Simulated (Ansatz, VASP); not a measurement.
# Two plane-wave programs on SiTe5

```
Si Te
1.0
     7.10697    0.00000    0.00000
    -3.55349    6.15482    0.00000
     0.00000    0.00000    4.02879
Si Te
1 5
Direct
  0.00000 0.00000 0.50000
  0.66667 0.33333 0.50000
  0.28959 0.00000 0.00000
  0.71041 0.71041 0.00000
  0.00000 0.28959 0.00000
  0.33333 0.66667 0.50000
```

Change from the starting cell: species swapped into the Mg5Cu type (P-62m, No. 189).

Alike in both runs: functional PBE; k mesh 6 × 6 × 10; occupations gaussian, width 0.1 eV; no spin polarisation.

Ansatz relaxed the structure, and its values are those at the end. VASP's run is a single point on that final structure, the one shown.

```csv
,VASP,Ansatz
version,VASP 6.6.1,Ansatz 0.2.0
potentials or method,"VASP PAW PBE potentials, release 64 (Si, Te)","scalar-relativistic, plane waves, PAW"
plane-wave cutoff (eV),520,420
valence electrons in the cell,34,84
```

|  | VASP | Ansatz | Ansatz less VASP |
| --- | --- | --- | --- |
| gap on the k mesh at the Fermi level (eV) | none | none | - |
| pressure (GPa) | 0.0 | 0.0 | +0.04 |

A gap of «none» marks a metal or a gap that the smearing closes. With one functional, cell and mesh, what is left measures potentials, basis and numerics. The two sets of potentials don't hold the same shells in valence.

Spin-orbit coupling is left out, which matters for the levels of Te.
